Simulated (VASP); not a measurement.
Energy against volume of InP (zinc blende). All values below come from PBE GGA with D3 dispersion (Becke-Johnson damping), VASP's PBE PAW potentials (set 64) (plane waves; VASP). Run with 520 eV cut-off, 8×8×8 Γ-centred mesh, Gaussian smearing of 0.050 eV, potentials In_d P.

| V (Å³/atom) | E (eV/atom) |
|---|---|
| 24.798 | -4.50029 |
| 25.565 | -4.50547 |
| 26.332 | -4.50128 |
| 27.099 | -4.48916 |

Q: Fit these four points and predict the energy of the run at 24.031 Å³/atom.

A: A cubic in V^(−2/3), the third-order Birch-Murnaghan form, passes through the four points with V0 = 25.58 Å³/atom and B0 = 65 GPa, and gives -4.4840 eV/atom there. The run gave -4.4840 eV/atom, +0.1 meV/atom from the fit; all five points give B0 = 65 GPa.

The compound is InP in the zinc blende structure. It was relaxed first.
